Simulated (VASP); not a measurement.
All values below come from PBE GGA with D4 dispersion, VASP's PBE PAW potentials (set 64) (plane waves; VASP).

A VASP calculation is set up with these files.

### INCAR
```
# general
SYSTEM =CsPbCl3
PREC   =Accurate
ENCUT  =520   # plane-wave cut-off (eV)
LREAL  =F   # projection in real space or not
LASPH  =T   # aspherical one-centre terms
ICHARG =11   # fixed density

# electronic loop
EDIFF  =1E-7   # SCF stop (eV)
NELM   =100
ALGO   =Normal
LMAXMIX=4   # l cut-off of mixed one-centre charges

# smearing
ISMEAR =0   # Gaussian
SIGMA  =0.05

# functional
GGA    =PE
IVDW   =13   # D4

# output
LWAVE  =F
LCHARG =F
LORBIT =11   # lm-projected
```

**POSCAR**
```
CsPbCl3
1
    5.6731495167    -0.0000000000    -0.0000000000
   -0.0000000000     5.6731495167    -0.0000000000
    0.0000000000     0.0000000000     5.6731495167
Cs Pb Cl
1 1 3
Direct
  0.0000000000   0.0000000000   0.0000000000
  0.5000000000   0.5000000000   0.5000000000
  0.5000000000   0.0000000000   0.5000000000
  0.0000000000   0.5000000000   0.5000000000
  0.5000000000   0.5000000000   0.0000000000
```

**KPOINTS**
```
k-points along high-symmetry lines
15
Line-mode
Reciprocal
  0.000000   0.000000   0.000000 ! GAMMA
  0.000000   0.500000   0.000000 ! X

  0.000000   0.500000   0.000000 ! X
  0.500000   0.500000   0.000000 ! M

  0.500000   0.500000   0.000000 ! M
  0.000000   0.000000   0.000000 ! GAMMA

  0.000000   0.000000   0.000000 ! GAMMA
  0.500000   0.500000   0.500000 ! R

  0.500000   0.500000   0.500000 ! R
  0.000000   0.500000   0.000000 ! X

  0.500000   0.500000   0.500000 ! R
  0.500000   0.500000   0.000000 ! M
```

POTCAR, in this order: Cs_sv Pb_d Cl (PBE.64 set). Program: vasp_std. Read from the step before: CHGCAR.

Output of the run:

**OSZICAR**
```
       N       E                     dE             d eps       ncg     rms          rms(c)
DAV:   1     0.416173967579E+03    0.41617E+03   -0.19576E+04  4680   0.154E+03
DAV:   2     0.360484904743E+02   -0.38013E+03   -0.37139E+03  5724   0.348E+02
DAV:   3    -0.148918552804E+02   -0.50940E+02   -0.49835E+02  5796   0.136E+02
DAV:   4    -0.170274883910E+02   -0.21356E+01   -0.21257E+01  5812   0.343E+01
DAV:   5    -0.171029437676E+02   -0.75455E-01   -0.75414E-01  6182   0.573E+00
DAV:   6    -0.171056099590E+02   -0.26662E-02   -0.26658E-02  6908   0.118E+00
DAV:   7    -0.171056565013E+02   -0.46542E-04   -0.46538E-04  6266   0.111E-01
DAV:   8    -0.171056571851E+02   -0.68386E-06   -0.68375E-06  6900   0.151E-02
DAV:   9    -0.171056572046E+02   -0.19434E-07   -0.19444E-07  4634   0.155E-03
   1 F= -.17989188E+02 E0= -.17989188E+02  d E =-.511175E-13
```

File OUTCAR:
```
 val. band max:        1.3482408758   @ k =   0.5000   0.5000   0.5000

 cond. band min:       3.4437541806   @ k =   0.5000   0.5000   0.5000



 k-point     1 :       0.0000    0.0000    0.0000
  band No.  band energies     occupation
      1     -19.8384      2.00000
      2     -15.2888      2.00000
      3     -15.2888      2.00000
      4     -15.0919      2.00000
      5     -15.0919      2.00000
      6     -15.0919      2.00000
      7     -13.4837      2.00000
      8     -12.7164      2.00000
      9     -12.7164      2.00000
     10      -6.6313      2.00000
     11      -6.6313      2.00000
     12      -6.6313      2.00000
     13      -5.1772      2.00000
     14      -2.9743      2.00000
     15      -2.9743      2.00000
     16      -2.9743      2.00000
     17      -1.0163      2.00000
     18      -1.0163      2.00000
     19      -1.0163      2.00000
     20      -0.9260      2.00000
     21      -0.9260      2.00000
     22      -0.9260      2.00000
     23       4.8689      0.00000
     24       5.8838      0.00000
     25       5.8838      0.00000
     26       6.7857      0.00000

 k-point     2 :       0.0000    0.0357    0.0000
  band No.  band energies     occupation
      1     -19.8384      2.00000
      2     -15.2888      2.00000
      3     -15.2878      2.00000
      4     -15.0920      2.00000
      5     -15.0920      2.00000
      6     -15.0919      2.00000
      7     -13.4824      2.00000
      8     -12.7196      2.00000
      9     -12.7164      2.00000
     10      -6.6312      2.00000
     11      -6.6311      2.00000
     12      -6.6311      2.00000
     13      -5.1955      2.00000
     14      -2.9734      2.00000
     15      -2.9734      2.00000
     16      -2.9446      2.00000
     17      -1.0177      2.00000
     18      -1.0174      2.00000
     19      -1.0174      2.00000
     20      -0.9272      2.00000
     21      -0.9272      2.00000
     22      -0.9266      2.00000
     23       4.8809      0.00000
...
```

The density is held fixed in this step, so its total energy and stress have no physical meaning. Unless said otherwise, spin-orbit coupling is left out, though it shifts the bands of the heavy elements here.

The compound is CsPbCl3 in the cubic perovskite structure, the ideal cubic form; the compound distorts at low or room temperature. It was relaxed first.
